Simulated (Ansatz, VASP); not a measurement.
## La6N: VASP beside Ansatz

```xyz
7
Lattice="3.8287 0.0000 0.0000 0.0000 3.8287 0.0000 0.0000 0.0000 15.3348" Properties=species:S:1:pos:R:3 pbc="T T T"
La    1.9143    1.9143   12.9581
La    1.9143    1.9143    2.3767
La    0.0000    0.0000    0.0000
La    0.0000    0.0000   10.0962
La    0.0000    0.0000    5.2386
La    1.9143    1.9143    7.6674
N     1.9143    1.9143    0.0000
```

Alike in both runs: functional PBE; k mesh 5 × 5 × 2; occupations gaussian, width 0.2 eV; no spin polarisation.

Ansatz relaxed the structure, and its values are those at the end. VASP's run is a single point on that final structure, the one shown.

|  | VASP | Ansatz |
| --- | --- | --- |
| version | VASP 6.6.1 | Ansatz 0.2.0 |
| potentials or method | VASP PAW PBE potentials, release 64 (La, N) | scalar-relativistic, plane waves, PAW |
| plane-wave cutoff (eV) | 520 | 420 |
| valence electrons in the cell | 71 | 71 |

|  | VASP | Ansatz | Ansatz less VASP |
| --- | --- | --- | --- |
| gap on the k mesh at the Fermi level (eV) | none | none | - |
| pressure (GPa) | 0.3 | 0.2 | -0.02 |
| rms of the force components (eV/Å) | 0.016 | 0.014 | -0.0015 |

A gap of «none» marks a metal or a gap that the smearing closes. With one functional, cell and mesh, what is left measures potentials, basis and numerics.

The runs have no spin-orbit coupling, so splittings on La are missing.
